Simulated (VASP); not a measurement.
Cost and result of VASP (PAW) for the lattice constant a of Be2C (antifluorite). Static lattice. The cost counts the five points of the equation of state, each on the mesh and cut-off of its row, so the ratios hold those differences too. With PBE it took about 20 core-seconds. The timings are rough (shared machines, no repeats); factors under 2 mean little.

```
level        k-mesh  cut-off (eV)  lattice constant a (Å)         cost over PBE
-----------  ------  ------------  ----------------------  --------------------
LDA           9×9×9           520                   4.273  within a factor of 2
PBEsol        9×9×9           520              (withheld)  within a factor of 2
PBE           9×9×9           520                   4.332             reference
PBE-D4        9×9×9           520                   4.305  within a factor of 2
rev-vdW-DF2   9×9×9           520              (withheld)            (withheld)
```

Question: Fill in the missing entries.

Answer: 
- PBEsol, lattice constant a (Å): 4.316
- rev-vdW-DF2, lattice constant a (Å): 4.329
- rev-vdW-DF2, cost over PBE: about 5 times

Left out are levels that failed, ran on another kind of processor or have no fit band path; at most nine are shown.

The compound is Be2C in the antifluorite structure.
